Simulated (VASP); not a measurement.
Consider the following.

```
CELL_PARAMETERS angstrom
      0.00000     2.42044     2.42044
      2.42044     0.00000     2.42044
      2.42044     2.42044     0.00000
ATOMIC_POSITIONS crystal
  Zr 0.00000 0.00000 0.00000
  C  0.50000 0.50000 0.50000
```

Calculation: vdW-DF2, VASP's PBE PAW potentials (set 64) (plane waves; VASP). Numerical set-up: 520 eV cut-off, 13×13×13 Γ-centred mesh, first-order Methfessel-Paxton smearing of 0.10 eV, potentials Zr_sv C.

### Question
Give the stress tensor in GPa (positive for a compressed cell).

### Answer

```
-5.58   0.00   0.00
 0.00  -5.58   0.00
 0.00   0.00  -5.58
```
The pressure is its mean diagonal, -5.58 GPa.

The compound is ZrC in the rock salt structure. This cell is one point of a volume scan, at 1.03 of the reference volume.
